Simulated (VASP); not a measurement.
These are PBE GGA with D4 dispersion, VASP's PBE PAW potentials (set 64) (plane waves; VASP 6.6.1) values and carry that method's errors.

A VASP calculation is set up with these files.

**POSCAR**
```
MgH2
1
    4.5580524424     0.0000000000     0.0000000000
    0.0000000000     4.5580524424     0.0000000000
    0.0000000000     0.0000000000     3.0457701409
Mg H
2 4
Direct
  0.0000000000   0.0000000000   0.0000000000
  0.5000000000   0.5000000000   0.5000000000
  0.3041313471   0.3041313471   0.0000000000
  0.8041313471   0.1958686529   0.5000000000
  0.1958686529   0.8041313471   0.5000000000
  0.6958686529   0.6958686529   0.0000000000
```

### INCAR
```
SYSTEM = MgH2
PREC = Accurate
ENCUT = 520
EDIFF = 1E-7
NELM = 100
ALGO = Normal
LREAL = .FALSE.
LASPH = .TRUE.
ISMEAR = 0
SIGMA = 0.05
GGA = PE
IVDW = 13
LWAVE = .FALSE.
LCHARG = .FALSE.
ISIF = 4
IBRION = 2
NSW = 30
EDIFFG = -0.01
```

KPOINTS:
```
Automatic
0
Gamma
  5 5 7
0 0 0
```

POTCAR, in this order: Mg H (PBE.64 set). Program: vasp_std.

The resulting files:

File OSZICAR:
```
       N       E                     dE             d eps       ncg     rms          rms(c)
DAV:   1     0.332144878845E+01    0.33214E+01   -0.33046E+03   384   0.766E+02
DAV:   2    -0.181501256488E+02   -0.21472E+02   -0.20868E+02   496   0.852E+01
DAV:   3    -0.188861273533E+02   -0.73600E+00   -0.73600E+00   560   0.224E+01
DAV:   4    -0.188874615159E+02   -0.13342E-02   -0.13342E-02   488   0.968E-01
DAV:   5    -0.188874661916E+02   -0.46757E-05   -0.46757E-05   592   0.471E-02    0.647E+00
DAV:   6    -0.179553864484E+02    0.93208E+00   -0.75589E-01   384   0.516E+00    0.331E+00
DAV:   7    -0.176339115690E+02    0.32147E+00   -0.99683E-01   408   0.642E+00    0.501E-01
DAV:   8    -0.176430842828E+02   -0.91727E-02   -0.19698E-02   448   0.110E+00    0.954E-02
DAV:   9    -0.176429350926E+02    0.14919E-03   -0.86359E-04   560   0.212E-01    0.197E-02
DAV:  10    -0.176429571299E+02   -0.22037E-04   -0.41883E-05   456   0.560E-02    0.105E-02
DAV:  11    -0.176429556871E+02    0.14428E-05   -0.70253E-06   520   0.138E-02    0.197E-03
DAV:  12    -0.176429556590E+02    0.28125E-07   -0.23124E-07   496   0.391E-03
   1 F= -.18407270E+02 E0= -.18407270E+02  d E =-.184073E+02
       N       E                     dE             d eps       ncg     rms          rms(c)
DAV:   1    -0.176433423187E+02   -0.38663E-03   -0.27462E-03   496   0.400E-01    0.220E-02
DAV:   2    -0.176433390666E+02    0.32521E-05   -0.18908E-05   424   0.377E-02    0.134E-02
DAV:   3    -0.176433373664E+02    0.17002E-05   -0.94199E-06   488   0.183E-02    0.136E-03
DAV:   4    -0.176433373866E+02   -0.20147E-07   -0.16929E-07   408   0.337E-03
   2 F= -.18407565E+02 E0= -.18407565E+02  d E =-.295503E-03
       N       E                     dE             d eps       ncg     rms          rms(c)
DAV:   1    -0.176439826132E+02   -0.64525E-03   -0.24035E-02   496   0.118E+00    0.652E-02
DAV:   2    -0.176439522727E+02    0.30341E-04   -0.16602E-04   416   0.112E-01    0.397E-02
DAV:   3    -0.176439356358E+02    0.16637E-04   -0.83537E-05   472   0.543E-02    0.406E-03
DAV:   4    -0.176439359745E+02   -0.33869E-06   -0.15040E-06   416   0.101E-02    0.215E-03
DAV:   5    -0.176439361417E+02   -0.16723E-06   -0.26606E-07   440   0.368E-03    0.212E-04
DAV:   6    -0.176439361509E+02   -0.91399E-08   -0.57660E-09   192   0.629E-04
   3 F= -.18407944E+02 E0= -.18407944E+02  d E =-.674631E-03
```

### OUTCAR
```
------------------------ aborting loop because EDIFF is reached ----------------------------------------
  Edisp (eV):   -0.76401
  FORCE on cell =-STRESS in cart. coord.  units (eV):
  Direction    XX          YY          ZZ          XY          YZ          ZX
  --------------------------------------------------------------------------------------
  Total      -1.20386    -1.20386    -1.20663     0.00000     0.00000     0.00000
  in kB     -30.48118   -30.48118   -30.55136     0.00000     0.00000     0.00000
  external pressure =      -30.50 kB  Pullay stress =        0.00 kB
  volume of cell :       63.28
      direct lattice vectors                 reciprocal lattice vectors
     4.569620455  0.000000000  0.000000000     0.218836555 -0.000000000  0.000000000
     0.000000000  4.569620455  0.000000000    -0.000000000  0.218836555  0.000000000
     0.000000000  0.000000000  3.030368901     0.000000000  0.000000000  0.329992827
 POSITION                                       TOTAL-FORCE (eV/Angst)
 -----------------------------------------------------------------------------------
      0.00000      0.00000      0.00000         0.000000     -0.000000      0.000000
      2.28481      2.28481      1.51518        -0.000000     -0.000000      0.000000
      1.39151      1.39151      0.00000        -0.001356     -0.001356     -0.000000
      3.67632      0.89330      1.51518        -0.001356      0.001356      0.000000
      0.89330      3.67632      1.51518         0.001356     -0.001356      0.000000
      3.17811      3.17811      0.00000         0.001356      0.001356      0.000000
 -----------------------------------------------------------------------------------
    total drift:                                0.000000      0.000000     -0.000000
  FREE ENERGIE OF THE ION-ELECTRON SYSTEM (eV)
  ---------------------------------------------------
  free  energy   TOTEN  =       -18.4079441414 eV

  energy  without entropy=      -18.4079441414  energy(sigma->0) =      -18.40794414

 reached required accuracy - stopping structural energy minimisation
```
(Selected blocks of OUTCAR.)

### CONTCAR
```
MgH2
   1.00000000000000
     4.5696204552736273    0.0000000000000000    0.0000000000000000
     0.0000000000000000    4.5696204552736273    0.0000000000000000
     0.0000000000000000    0.0000000000000000    3.0303689006178378
  Mg              H
     2     4
Direct
     0.0000000000000000    0.0000000000000000    0.0000000000000000
     0.5000000000000000    0.5000000000000000    0.5000000000000000
     0.3045131794448798    0.3045131794448798    0.0000000000000000
     0.8045131794448799    0.1954868205551201    0.5000000000000000
     0.1954868205551201    0.8045131794448799    0.5000000000000000
     0.6954868205551201    0.6954868205551201    0.0000000000000000
```

The compound is MgH2 in the rutile structure. This cell is one point of a volume scan, at 1.06 of the reference volume. Symmetry was kept, so distortions that lower it aren't found.
